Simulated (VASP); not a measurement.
The input files of a VASP run:

### INCAR
```
SYSTEM = InW
PREC = Accurate
ENCUT = 300
EDIFF = 1E-6
NELM = 100
ALGO = Normal
LREAL = .FALSE.
LASPH = .TRUE.
ISMEAR = -1
SIGMA = 0.136
GGA = PE
LMAXMIX = 6
LWAVE = .FALSE.
LCHARG = .FALSE.
ISIF = 2
```

### POSCAR
```
InW
3.4860780
  1.0000000000   0.0000000000   0.0000000000
  0.0000000000   1.0000000000   0.0000000000
  0.0000000000   0.0000000000   1.0000000000
In W
1 1
direct
  0.0000000000   0.0000000000   0.0000000000
  0.5000000000   0.5000000000   0.5000000000
```

**KPOINTS**
```
Automatic mesh
0
Gamma
 8 8 8
0 0 0
```

POTCAR, in this order: In_d W_sv (PBE.64 set). Program: vasp_std.

Question: Write an equivalent input for Quantum ESPRESSO's pw.x.

Answer: One equivalent input (not run):
```
&CONTROL
  calculation = 'scf'
  pseudo_dir = './pseudo'
  outdir = './out'
  tprnfor = .true.
  tstress = .true.
/
&SYSTEM
  ibrav = 0
  nat = 2
  ntyp = 2
  ecutwfc = 74
  occupations = 'smearing'
  smearing = 'fermi-dirac'
  degauss = 0.009996
  input_dft = 'pbe'
/
&ELECTRONS
  conv_thr = 7.3e-08
  electron_maxstep = 100
/
ATOMIC_SPECIES
  In 114.818 In.upf
  W 183.840 W.upf
CELL_PARAMETERS angstrom
     3.4860780    0.0000000    0.0000000
     0.0000000    3.4860780    0.0000000
     0.0000000    0.0000000    3.4860780
ATOMIC_POSITIONS crystal
  In   0.0000000  0.0000000  0.0000000
  W    0.5000000  0.5000000  0.5000000
K_POINTS automatic
  8 8 8 0 0 0
```
Limits of the translation: the potentials are each code's own (VASP's PAW set, PseudoDojo norm-conserving files in pw.x), so ENCUT and ecutwfc are chosen apart and not converted; conv_thr bounds pw.x's estimated SCF error, while EDIFF bounds the energy change between steps.

The structure was generated: InW was put into an ordered model structure, which need not be its known phase. The cell was not relaxed at this level.
